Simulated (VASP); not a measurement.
Data:

```
CELL_PARAMETERS angstrom
      0.00000     2.72718     2.72718
      2.72718     0.00000     2.72718
      2.72718     2.72718     0.00000
ATOMIC_POSITIONS crystal
  Ca 0.00000 0.00000 0.00000
  F  0.25000 0.25000 0.25000
  F  0.75000 0.75000 0.75000
```

All values below come from r2SCAN meta-GGA, VASP's PBE PAW potentials (set 64) (plane waves; VASP). Settings: PREC = Normal, EDIFF = 1E-5, 450 eV cut-off, 9×9×9 Γ-centred mesh, Gaussian smearing of 0.050 eV, potentials Ca_sv F.

At this cut-off the stress carries a Pulay error, which pulls relaxed volumes low.

### Question
Give the stress tensor in GPa (positive for a compressed cell).

### Answer

```
-2.16   0.00   0.00
 0.00  -2.16   0.00
 0.00   0.00  -2.16
```
The pressure is its mean diagonal, -2.16 GPa.

The compound is CaF2 in the fluorite structure. It was relaxed first.
